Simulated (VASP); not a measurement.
Calculation: vdW-DF-cx, VASP's PBE PAW potentials (set 64) (plane waves; VASP 6.6.1).

The input files of a VASP run:

**POSCAR**
```
KCl
1
    0.0000000000     3.2086848571     3.2086848571
    3.2086848571     0.0000000000     3.2086848571
    3.2086848571     3.2086848571     0.0000000000
K Cl
1 1
Direct
  0.0000000000   1.0000000000   0.0000000000
  0.5000000000   0.5000000000   0.5000000000
```

**KPOINTS**
```
kpoints
0
gamma
  7 7 7
```

INCAR:
```
! general
SYSTEM   = KCl
PREC     = Accurate
ENCUT    = 520
LREAL    = .FALSE.
LASPH    = .TRUE.

! electronic loop
EDIFF    = 1E-7
NELM     = 100
ALGO     = Normal

! smearing
ISMEAR   = 0
SIGMA    = 0.05

! functional
GGA      = CX
LUSE_VDW = .TRUE.
AGGAC    = 0.0

! ions
ISIF     = 2

! output
LWAVE    = .FALSE.
LCHARG   = .FALSE.
```

POTCAR, in this order: K_sv Cl (PBE.64 set). Program: vasp_std.

Output of the run:

### OSZICAR
```
       N       E                     dE             d eps       ncg     rms          rms(c)
DAV:   1     0.109087344113E+03    0.10909E+03   -0.72747E+03   480   0.119E+03
DAV:   2     0.386195015810E+01   -0.10523E+03   -0.96770E+02   636   0.271E+02
DAV:   3    -0.294702460231E+01   -0.68090E+01   -0.67658E+01   604   0.649E+01
DAV:   4    -0.319552759048E+01   -0.24850E+00   -0.24822E+00   868   0.112E+01
DAV:   5    -0.319667869989E+01   -0.11511E-02   -0.11510E-02   628   0.839E-01    0.308E+00
DAV:   6    -0.293076512515E+01    0.26591E+00   -0.52205E-01   580   0.396E+00    0.249E+00
DAV:   7    -0.292733538707E+01    0.34297E-02   -0.13063E-01   608   0.224E+00    0.142E+00
DAV:   8    -0.294859119728E+01   -0.21256E-01   -0.28692E-02   632   0.143E+00    0.203E-01
DAV:   9    -0.295032907960E+01   -0.17379E-02   -0.20522E-03   624   0.330E-01    0.122E-01
DAV:  10    -0.295171641466E+01   -0.13873E-02   -0.17170E-03   540   0.337E-01    0.240E-02
DAV:  11    -0.295177222739E+01   -0.55813E-04   -0.75729E-05   632   0.687E-02    0.172E-02
DAV:  12    -0.295178598095E+01   -0.13754E-04   -0.30914E-05   564   0.379E-02    0.932E-03
DAV:  13    -0.295178643953E+01   -0.45858E-06   -0.34039E-06   624   0.139E-02    0.240E-03
DAV:  14    -0.295178685940E+01   -0.41987E-06   -0.88423E-07   568   0.740E-03    0.448E-04
DAV:  15    -0.295178693335E+01   -0.73957E-07   -0.27729E-08   476   0.137E-03
   1 F= -.29517869E+01 E0= -.29517869E+01  d E =-.997770E-11
```

### OUTCAR
```
------------------------ aborting loop because EDIFF is reached ----------------------------------------
  FORCE on cell =-STRESS in cart. coord.  units (eV):
  Direction    XX          YY          ZZ          XY          YZ          ZX
  --------------------------------------------------------------------------------------
  Total       -0.3447845     -0.3447845     -0.3447845     -0.0000000      0.0000000     -0.0000000
  in kB       -8.3607853     -8.3607853     -8.3607853     -0.0000000      0.0000000     -0.0000000
  external PRESSURE =      -8.3607853 kB  Pullay stress =       0.0000000 kB
  volume of cell :       66.07
      direct lattice vectors                 reciprocal lattice vectors
     0.000000000  3.208684857  3.208684857    -0.155827083  0.155827083  0.155827083
     3.208684857  0.000000000  3.208684857     0.155827083 -0.155827083  0.155827083
     3.208684857  3.208684857  0.000000000     0.155827083  0.155827083 -0.155827083
  FREE ENERGIE OF THE ION-ELECTRON SYSTEM (eV)
  ---------------------------------------------------
  free  energy   TOTEN  =        -2.9517869334 eV

  energy  without entropy=       -2.9517869333  energy(sigma->0) =       -2.95178693
```
(Selected blocks of OUTCAR.)

The compound is KCl in the rock salt structure. This cell is one point of a volume scan, at 1.06 of the reference volume.
